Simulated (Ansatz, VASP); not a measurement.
# ZrSeS: VASP beside Ansatz

One calculation is typed for both programs; each brings its own data sets. How far apart do they land? Of the first pair: The cell is taken from a series of runs on this material, whose earlier steps may have relaxed, scaled, displaced or heated it; both programs get it as it stands.

Calculated with Ansatz 0.2.0; plane waves, with VASP 6.6.1 beside it; single point at PBEsol.

**1. Starting point**

The cell holds 3 atoms: 1 Zr, 1 S and 1 Se. Cell: a = 3.750 Å, b = 3.750 Å, c = 20.000 Å, α = 90.0°, β = 90.0°, γ = 120.0°. Vacuum lies along c.

As a file:

```xyz
3
Lattice="3.7500 0.0000 0.0000 -1.8750 3.2476 0.0000 0.0000 0.0000 20.0000" Properties=species:S:1:pos:R:3
Zr    0.0000    0.0000   10.0000
S     0.0000    2.1651   11.5000
Se    1.8750    1.0825    8.4000
```

**2. VASP: single point, PBEsol, pair 1**

With cell and atoms fixed, the geometry can't cause a difference; cores, projectors, grids and the points listed under the comparison can.

Lines of VASP's logs that name or quote its potential files are left out, and so is its time.

File INCAR:

```
SYSTEM = ZrSeS
PREC = Accurate
ENCUT = 400
EDIFF = 1E-06
NELM = 120
ISMEAR = 0
SIGMA = 0.1
LREAL = .FALSE.
ALGO = Normal
GGA = PS
NBANDS = 18
LASPH = .TRUE.
LORBIT = 11
LWAVE = .FALSE.
LCHARG = .FALSE.
ISIF = 2
LDIPOL = .TRUE.
IDIPOL = 3
DIPOL = 0.5 0.5 0.498
LVHAR = .TRUE.
GGA_COMPAT = .FALSE.
EFERMI = MIDGAP
NELMDL = -8
KPAR = 2
```

File POSCAR:

```
ZrSeS
1.0
    3.7500000000      0.0000000000      0.0000000000
   -1.8750000000      3.2476000000      0.0000000000
    0.0000000000      0.0000000000     20.0000000000
Zr S Se
1 1 1
Direct
    0.0000000000      0.0000000000      0.5000000000
    0.3333333333      0.6666666667      0.5750000000
    0.6666666667      0.3333333333      0.4200000000
```

File KPOINTS:

```
Automatic mesh
0
Gamma
6 6 1
0 0 0
```

Potentials, in the order of the species: Zr_sv, S and Se (PBE family, release 64).

The run is started by

```console
$ mpirun -np 2 vasp_std
```

Numbers of over 12 decimals in the logs are rounded to 6 here.

Output:

```text
[banner, memory and clock lines left out]
running    2 mpi-ranks, on    1 nodes
 distrk:  each k-point on    1 cores,    2 groups
 distr:  one band on    1 cores,    1 groups

 POSCAR found type information on POSCAR ZrS Se
 POSCAR found :  3 types and       3 ions
|                                                                             |
|               ----> ADVICE to this user running VASP <----                  |
|                                                                             |
|     You enforced a specific xc type in the INCAR file but a different       |
|     [... a line on the potential file left out ...]
|     I HOPE YOU KNOW WHAT YOU ARE DOING!                                     |
|                                                                             |

 LDA part: xc-table for (Slater+PW92), standard interpolation
 POSCAR, INCAR and KPOINTS ok, starting setup
 FFT: planning ... GRIDC
 FFT: planning ... GRID_SOFT
 FFT: planning ... GRID
 WAVECAR not read
 entering main loop
       N       E                     dE             d eps       ncg     rms          rms(c)
DAV:   1     0.144019497794E+03    0.14402E+03   -0.97366E+03   308   0.842E+02
DAV:   2    -0.751889768999E+01   -0.15154E+03   -0.14784E+03   344   0.212E+02
DAV:   3    -0.230957251865E+02   -0.15577E+02   -0.15536E+02   434   0.611E+01
DAV:   4    -0.234738304018E+02   -0.37811E+00   -0.37739E+00   368   0.948E+00
DAV:   5    -0.235057976333E+02   -0.31967E-01   -0.31955E-01   392   0.179E+00
DAV:   6    -0.235061574114E+02   -0.35978E-03   -0.35973E-03   376   0.265E-01
DAV:   7    -0.235061703454E+02   -0.12934E-04   -0.12934E-04   384   0.363E-02
DAV:   8    -0.235061705198E+02   -0.17446E-06   -0.17445E-06   368   0.582E-03    0.137E+01
DAV:   9    -0.216151129758E+02    0.18911E+01   -0.62657E+00   282   0.138E+01    0.606E+00
DAV:  10    -0.215323598279E+02    0.82753E-01   -0.61204E-01   342   0.420E+00    0.242E+00
DAV:  11    -0.215266288623E+02    0.57310E-02   -0.80950E-02   328   0.165E+00    0.598E-01
DAV:  12    -0.215253805209E+02    0.12483E-02   -0.64383E-03   344   0.580E-01    0.340E-01
DAV:  13    -0.215244656595E+02    0.91486E-03   -0.19519E-03   360   0.314E-01    0.147E-01
DAV:  14    -0.215244900866E+02   -0.24427E-04   -0.17913E-04   310   0.897E-02    0.391E-02
[...]
DAV:  19    -0.215248509582E+02   -0.52535E-04   -0.13226E-06   298   0.588E-03    0.539E-03
DAV:  20    -0.215248867017E+02   -0.35744E-04   -0.36651E-06   300   0.726E-03    0.215E-03
DAV:  21    -0.215248966906E+02   -0.99889E-05   -0.18699E-06   284   0.374E-03    0.126E-03
DAV:  22    -0.215249073717E+02   -0.10681E-04   -0.29500E-07   248   0.167E-03    0.823E-04
DAV:  23    -0.215249172050E+02   -0.98333E-05   -0.38853E-07   250   0.160E-03    0.613E-04
DAV:  24    -0.215249231186E+02   -0.59135E-05   -0.21947E-07   252   0.115E-03    0.372E-04
DAV:  25    -0.215249252838E+02   -0.21652E-05   -0.55321E-08   236   0.645E-04    0.206E-04
DAV:  26    -0.215249259521E+02   -0.66832E-06   -0.16490E-08   208   0.353E-04
   1 F= -.21524926E+02 E0= -.21524926E+02  d E =-.142688E-06
```

Parts of OUTCAR (step 2):

```text
ion  position               nearest neighbor table
   1  0.000  0.000  0.500-   2 2.63   2 2.63   2 2.63   3 2.69   3 2.69   3 2.69
   2  0.333  0.667  0.575-   1 2.63   1 2.63   1 2.63
   3  0.667  0.333  0.420-   1 2.69   1 2.69   1 2.69

  LATTYP: Found a hexagonal cell.
 ALAT       =     3.7500000000
 C/A-ratio  =     5.3333333333

 Subroutine GETGRP returns: Found  6 space group operations
 (whereof  6 operations were pure point group operations)

The static configuration has the point symmetry C_3v.

 Found      7 irreducible k-points:

   k-points           NKPTS =      7   k-points in BZ     NKDIM =      7   number of bands    NBANDS=     18

   dimension x,y,z NGX =    24 NGY =   24 NGZ =  140
   dimension x,y,z NGXF=    48 NGYF=   48 NGZF=  280

   ENCUT  =  400.0 eV  29.40 Ry    5.42 a.u.   6.12  6.12 32.61*2*pi/ulx,y,z

   NELECT =      24.0000    total number of electrons

 k-points in reciprocal lattice and weights: Automatic mesh
   0.00000000  0.00000000  0.00000000       0.028
   0.16666667  0.00000000  0.00000000       0.167
   0.33333333  0.00000000  0.00000000       0.167
   0.50000000  0.00000000  0.00000000       0.083
   0.16666667  0.16666667  0.00000000       0.167
   0.33333333  0.16666667  0.00000000       0.333
   0.33333333  0.33333333  0.00000000       0.056

 dipolmoment           0.000000      0.000000      0.023519 electrons x Angstroem

 average (electrostatic) potential at core
       1 -86.9363       2 -93.5087       3 -60.0654

 E-fermi :  -2.5941

 k-point     1 :       0.0000    0.0000    0.0000
  band No.  band energies     occupation
    ...
      8      -5.4032      2.00000
      9      -5.4032      2.00000
     10      -3.9546      2.00000
     11      -2.9212      2.00000
     12      -2.9212      2.00000
     13      -1.6195      0.00000
     14      -1.6195      0.00000
     15      -0.9857      0.00000
     16       1.7092      0.00000
     17       1.7092      0.00000
    ...

 k-point     2 :       0.1667    0.0000    0.0000
  band No.  band energies     occupation
    ...
      8      -5.8949      2.00000
      9      -5.2851      2.00000
     10      -4.4266      2.00000
     11      -3.5559      2.00000
     12      -3.5243      2.00000
     13      -1.6654      0.00000
     14      -0.9124      0.00000
     15      -0.5388      0.00000
     16       0.9326      0.00000
     17       1.6085      0.00000
    ...

 k-point     3 :       0.3333    0.0000    0.0000
  band No.  band energies     occupation
    ...
      8      -6.0380      2.00000
      9      -5.4603      2.00000
     10      -5.2248      2.00000
     11      -3.9603      2.00000
     12      -3.9136      2.00000
     13      -2.0833      0.00000
     14      -0.2790      0.00000
     15      -0.0162      0.00000
     16       1.6037      0.00000
     17       1.8051      0.00000
    ...

  Total       -2.0967483     -2.0967544     -2.0276901      0.0000000      0.0000000      0.0000000
  in kB      -13.7921853    -13.7922255    -13.3379277      0.0000000      0.0000000      0.0000000
  external PRESSURE =     -13.6407795 kB  Pullay stress =       0.0000000 kB

  energy-cutoff  :      400.00
  volume of cell :      243.57
      direct lattice vectors                 reciprocal lattice vectors
     3.750000000  0.000000000  0.000000000     0.266666667  0.153959847  0.000000000
    -1.875000000  3.247600000  0.000000000     0.000000000  0.307919695  0.000000000
     0.000000000  0.000000000 20.000000000     0.000000000  0.000000000  0.050000000

 POSITION                                       TOTAL-FORCE (eV/Angst)
 -----------------------------------------------------------------------------------
      0.00000      0.00000     10.00000        -0.000000     -0.000000      0.980846
     -0.00000      2.16507     11.50000         0.000000     -0.000000     -1.146786
      1.87500      1.08253      8.40000        -0.000000      0.000000      0.165940
 -----------------------------------------------------------------------------------
    total drift:                               -0.000000     -0.000012     -0.000101

  FREE ENERGIE OF THE ION-ELECTRON SYSTEM (eV)
  ---------------------------------------------------
  free  energy   TOTEN  =       -21.5249259521 eV

  energy  without entropy=      -21.5249258094  energy(sigma->0) =      -21.52492588

 vacuum level on the upper side and lower side of the slab         3.258         2.909

 total charge
# of ion       s       p       d       tot
------------------------------------------
    1        2.168   6.006   1.413   9.587
    2        1.339   2.353   0.000   3.692
    3        1.463   2.396   0.027   3.885
--------------------------------------------------
tot          4.970  10.755   1.440  17.165

[... 3 further parts left out ...]
```

The run ends at a pressure of -1.36 GPa, with forces up to 1.1 eV/Å.

**3. Ansatz: single point, PBEsol, pair 1**

Ansatz runs on its PAW soft_1 files.

The same cell, functional, mesh and smearing now go to Ansatz, which takes its cutoff from its data sets.

File input.yaml:

```yaml
crystal:
  lattice:
    - [3.75, 0.0, 0.0]
    - [-1.875, 3.2476, 0.0]
    - [0.0, 0.0, 20.0]
  atoms:
    - { symbol: Zr, position: [0.0, 0.0, 0.5] }
    - { symbol: S, position: [0.333333, 0.666667, 0.575] }
    - { symbol: Se, position: [0.666667, 0.333333, 0.42] }
  periodic: [true, true, false]
kpoints:
  mp_grid: { grid: [6, 6, 1] }
hamiltonian:
  xc: pbesol
  pseudopotentials: { kind: paw, azcp: { folder: soft_1 }, xc_functional: pbe }
scf:
  occupations: { method: gaussian, width: 0.1 }
output:
  forces: true
  stress: true
  eigenvalues: true
```

The run is started by

```console
$ ansatz run input.yaml --threads 4 --pin off --max-ram 16384MiB --backend cpu --events-out ev --progress --plain --runs-dir out
```

Output:

```text
Warning: crystal.periodic: the lattice vector that does not repeat stood 0.000° off the slab's normal, 20.000 Å along it as the deck builds it. The run solves the slab on a vector along the normal, 30.000 Å long, with every atom where it was (on the deck's vector they left 16.90 Å outside them, and the widest stretch free of ions among them is 1.60 Å). A fractional position that the run reports is one of the run's ce [...]
Warning: the atoms were moved onto the symmetric positions of the space group found under crystal.symmetry.tolerance 1.0e-5 (fractional; no operation is sought that the atoms, as they stand in a round, miss by more than twice it, and no atom is moved by as much as it), and the run uses the moved positions. Before a round's move an operation carried an atom to 3.75e-6 Å from where it should land, the largest such dist [...]
crystal.periodic: the lattice vector that does not repeat stood 0.000° off the slab's normal, 20.000 Å along it as the deck builds it. The run solves the slab on a vector along the normal, 30.000 Å long, with every atom where it was (on the deck's vector they left 16.90 Å outside them, and the widest stretch free of ions among them is 1.60 Å). A fractional position that the run reports is one of the run's cell, which [...]
Engine: ansatz 0.2.0, aarch64-unknown-linux-gnu
Pseudopotentials: kind: paw
Pseudopotential: Zr, paw, valence charge 12, recommended cutoff 420 eV (normal), soft_1/Zr.paw.azcp
Pseudopotential: S, paw, valence charge 6, recommended cutoff 420 eV (normal), soft_1/S.paw.azcp
Pseudopotential: Se, paw, valence charge 16, recommended cutoff 420 eV (normal), soft_1/Se.paw.azcp
Functional definition: PBEsol
  exchange = pbesol_x
  correlation = pbesol_c
Crystal: 3 atoms, lattice volume = 365.355 Å³
Basis set: ecut = 420 eV, 7157 PW (Γ), exchange–correlation on 54×54×432 points (8 copies of the dense FFT grid, shifted against one another)
Bands: 21, of which v1, the nominal top of the filled ones, is band 17 counted from 1 (16 counted from 0)
Symmetry: 6 space group operations
Space group: P3m1 (ITA 156), of the structure as read, at distance tolerance 7.1e-5 Å
k-points: 7 of 36 (time reversal used)
Non-local potential: Zr, projectors of the file, l = 0: 3, l = 1: 2, l = 2: 2, l = 3: 1
Non-local potential: S, projectors of the file, l = 0: 2, l = 1: 2, l = 2: 1
Non-local potential: Se, projectors of the file, l = 0: 2, l = 1: 2, l = 2: 3, l = 3: 1
PAW form: soft (Blöchl's): semilocal exchange-correlation on the pseudo side does not see the compensation charge
PAW frozen core: Zr, regenerated for the run's functional, and the local potential with it (the file was generated under x = pbe(κ = 0.804, μ = 0.219515), c = pbe(β = 0.066725))
PAW frozen core: S, regenerated for the run's functional, and the local potential with it (the file was generated under x = pbe(κ = 0.804, μ = 0.219515), c = pbe(β = 0.066725))
PAW frozen core: Se, regenerated for the run's functional, and the local potential with it (the file was generated under x = pbe(κ = 0.804, μ = 0.219515), c = pbe(β = 0.066725))
PAW one-centre angular grid: Zr, 590 points (default); XC on 64 Gauss nodes
PAW one-centre angular grid: S, 110 points (default); XC on 64 Gauss nodes
PAW one-centre angular grid: Se, 590 points (default); XC on 64 Gauss nodes
Initial density: superposition of atomic densities (neutral atoms: chi_scale 0, normalization atom)
Initial wavefunctions: pseudopotential atomic-orbital guess
Functional: x = pbesol(κ = 0.804, μ = 0.123457), c = pbesol(β = 0.046)
SCF iter   1: F=—  HF=-10442.670125 eV  |F-HF|=—  |Δ(HF+E_count)|=         —  Δρ=1.95e-2  dr2=2.31e0  ethr=3.10e-3  ⟨swp⟩=13.0  Hψ=1112  notcnv=0
preconditioner: auto → none  [insulator: Δε(μ)=1.402 eV  Ē_g=8.076 eV  σ=0.100 eV  W_gap=1.00  n_scr=16 (ndim 8)  ℏωp=7.8 eV  f_vac=0.763  D(μ)=0.00/eV (n_scr^D=0)  ε∞_Penn≈1.9]
SCF iter   2: F=—  HF=-10442.287745 eV  |F-HF|=—  |Δ(HF+E_count)|=   3.82e-1  Δρ=1.33e-2  dr2=2.53e0  ethr=3.10e-3  ⟨swp⟩=4.1  Hψ=374  notcnv=0
SCF iter   3: F=—  HF=-10442.329477 eV  |F-HF|=—  |Δ(HF+E_count)|=   4.17e-2  Δρ=9.31e-3  dr2=2.98e0  ethr=3.10e-3  ⟨swp⟩=4.7  Hψ=370  notcnv=0
SCF iter   4: F=—  HF=-10442.051177 eV  |F-HF|=—  |Δ(HF+E_count)|=   2.78e-1  Δρ=5.99e-3  dr2=4.15e-1  ethr=3.10e-3  ⟨swp⟩=3.7  Hψ=303  notcnv=0
SCF iter   5: F=—  HF=-10441.991285 eV  |F-HF|=—  |Δ(HF+E_count)|=   5.99e-2  Δρ=3.11e-3  dr2=5.69e-2  ethr=1.22e-3  ⟨swp⟩=2.9  Hψ=251  notcnv=0
SCF iter   6: F=—  HF=-10441.984542 eV  |F-HF|=—  |Δ(HF+E_count)|=   6.74e-3  Δρ=5.87e-4  dr2=3.79e-3  ethr=1.67e-4  ⟨swp⟩=3.0  Hψ=238  notcnv=0
SCF iter   7: F=—  HF=-10441.984170 eV  |F-HF|=—  |Δ(HF+E_count)|=   3.72e-4  Δρ=1.94e-4  dr2=2.47e-4  ethr=1.12e-5  ⟨swp⟩=2.9  Hψ=254  notcnv=0
SCF iter   8: F=—  HF=-10441.984157 eV  |F-HF|=—  |Δ(HF+E_count)|=   1.30e-5  Δρ=4.19e-5  dr2=8.19e-6  ethr=7.27e-7  ⟨swp⟩=3.1  Hψ=315  notcnv=0
SCF iter   9: F=—  HF=-10441.984221 eV  |F-HF|=—  |Δ(HF+E_count)|=   6.42e-5  Δρ=1.50e-5  dr2=7.73e-7  ethr=2.41e-8  ⟨swp⟩=3.1  Hψ=329  notcnv=0
SCF iter  10: F=—  HF=-10441.984221 eV  |F-HF|=—  |Δ(HF+E_count)|=   1.62e-7  Δρ=4.87e-6  dr2=1.51e-7  ethr=2.27e-9  ⟨swp⟩=2.9  Hψ=305  notcnv=0
SCF iter  11: F=-10441.984221 eV  HF=-10441.984221 eV  |F-HF|=7.55e-10  |Δ(HF+E_count)|=   3.24e-8  Δρ=6.13e-7  dr2=1.04e-9  ethr=2.94e-10  ⟨swp⟩=12.3  Hψ=867  notcnv=0
SCF 1 converged in 11 iterations: F = -10441.984221 eV  dr2 = 1.04e-9
  greatest PAW one-centre occupation: 1.000 electrons in one spin orbital (limit 2), on the Se atom at site 2 (counted from 0), in its partial waves of l = 2
SCF converged after 11 iterations
Free energy (F): -10441.984221 eV
Harris-Foulkes:  -10441.984221 eV  (|F-HF|=7.55e-10)
Internal energy: -10441.984221 eV  (E = F + TS)
E sigma→0 (E₀):  -10441.984221 eV
Entropy (-TS):   -0.000000 eV (-0.000 meV/atom)
Fermi energy:    -5.684069 eV
--- Per-component energies (eV) ---
  E_band       = -1007.193240
  E_kinetic    = 528.647229
  E_local      = -55482.506214  (includes V_loc(G=0)·N_el)
  E_nonlocal   = -244.111188
  E_hartree    = 27419.109447
  E_xc         = -325.299159
  E_vxc        = -353.923729  (∫ρ·V_xc dr)
  E_paw        = -5587.703391  (= ΣΔE_a)
  E_vpaw       = -293.519981  (= ΣTr[D̂ρ^β])
  E_aug_tail   = -0.000395  (compensation charges beyond the density's cutoff)
  E_ewald      = 23248.643327
  E_core_change = 1.236122  (= ΣΔE_core)
  E_smearing   = -0.000000  (= −TS)
  E_closure    = -0.000000  (closes the sum)
  Σ components = -10441.984221   (vs F -10441.984221, Δ=0.00e0)
--- Forces (eV/Å), atoms counted from 1 ---
  atom   1  Zr     0.00000000    -0.00000000     0.97159950
  atom   2  S      0.00000000    -0.00000000    -1.16285902
  atom   3  Se     0.00000000     0.00000000     0.19125727
  max |Σ_I F_I| component: 2.26e-6 eV/Å
--- 2D stress c σ (N/m, compression-positive) ---
       -2.776862       0.000000       0.000000
        0.000000      -2.776862       0.000000
        0.000000       0.000000       0.000000
  P = ½ c Tr σ = -2.7769 N/m
--- Band table (eV; the first three rows and the last of 7) ---
  k-point 0: bands = [... 13 lower, -8.4926, -7.0444, -6.0121, -6.0121, -4.7104, -4.7104, -4.0756, -1.3889]
  k-point 1: bands = [... 13 lower, -8.3745, -7.5156, -6.6464, -6.6143, -4.7560, -4.0044, -3.6303, -2.1625]
  k-point 2: bands = [... 13 lower, -8.5463, -8.3142, -7.0493, -7.0033, -5.1728, -3.3714, -3.1086, -1.4933]
  k-point 6: bands = [... 13 lower, -9.2736, -8.0178, -7.9746, -7.8382, -3.9646, -3.4590, -3.3356, -1.4644]
```

**4. Side by side**

Known differences besides the potentials themselves: Ansatz cuts the interaction across the vacuum, VASP repeats the sheet with a dipole correction; the data sets hold 34 valence electrons in Ansatz (on its PAW soft_1 files) and 24 in VASP; the cutoff is 420 eV in Ansatz and 400 eV in VASP; Ansatz makes its cores anew for this functional, VASP keeps those of its PBE data sets. Total energies have different zeros and are not compared.

Compared:

```tsv
quantity	Ansatz	VASP	difference
gap on the k mesh (eV)	0.662	0.660	+0.002
```

Forces (eV/Å; atoms numbered as in POSCAR):

```tsv
atom	Ansatz x, y, z	VASP x, y, z
Zr1	0.000, 0.000, 0.972	0.000, 0.000, 0.981
S2	0.000, 0.000, -1.163	0.000, 0.000, -1.147
Se3	0.000, 0.000, 0.191	0.000, 0.000, 0.166
```

The forces differ by 10 meV/Å r.m.s., which is 2.1 % of the r.m.s. force of 0.506 eV/Å (both taken over all components). A gap on the mesh is an upper bound, since the band edges may lie between its points. With vacuum in the cell, a pressure given here is an average over mostly empty space and none of the material.

**5. Ansatz: relaxation, PBEsol**

The two programs are compared at the cell with which this relaxation starts, whose forces are those of its first step.

The structure compared here is the start of the Ansatz relaxation; VASP solves that cell, so the two are compared at the walk's first step.

input.yaml, the sections that differ from step 3:

```yaml
crystal:
  lattice:
    - [3.5747741265, 0.0, 0.0]
    - [-1.7873870632, 3.0958452063, 0.0]
    - [0.0, 0.0, 30.0]
  atoms:
    - { symbol: Zr, position: [0.0, 0.0, 0.3348657251] }
    - { symbol: S, position: [0.3333333333, 0.6666666667, 0.3824317228] }
    - { symbol: Se, position: [0.6666666667, 0.3333333333, 0.2793692187] }
  periodic: [true, true, false]
kpoints:
  mp_grid: { grid: [12, 12, 1] }
scf:
  occupations: { method: gaussian, width: 0.02 }
relax:
  adjacent_minimum: "off"
  f_tol: 0.001
  max_steps: 60
# hamiltonian, output: as in step 3
```

Output:

```text
[...]
--- Relaxed structure (5 steps of the walk, 4 accepted, 0 SCFs on fresh bases) ---
  F+E_penalty+E_count = -10442.04078096 eV   max|allowed force component| = 2.396e-5 eV/Å
  cell:  # Å, volume = 332.0084 Å³
    - [3.574774, -2.886738539007306e-11, 0.0]
    - [-1.787387, 3.095845, 0.0]
    - [0.0, 0.0, 30.0]
  atoms:
    - { symbol: Zr, position: [0, 0, 0.334839] }
    - { symbol: S, position: [0.333333, 0.666667, 0.383007] }
    - { symbol: Se, position: [0.666667, 0.333333, 0.278820] }
[key lines of the parts left out:]
SCF converged after 5 iterations
Free energy (F): -10442.040781 eV
Fermi energy:    -5.417041 eV
P = ½ c Tr σ = 2.9758 N/m
```

(Part 1 of 2 ends here.)

[Lines on the potential files, build, host, timing and source positions are cut from VASP's logs without a mark.]

[Logs are printed without paths, hosts, clocks, repeated set-up lines and the standing remarks that a program may print on its own settings, such as how far it seeks lower states.]

[Hosts, paths, dates, database ids (printed as entryN), source tags and the programs' standing remarks are cut or masked in the printed files.]
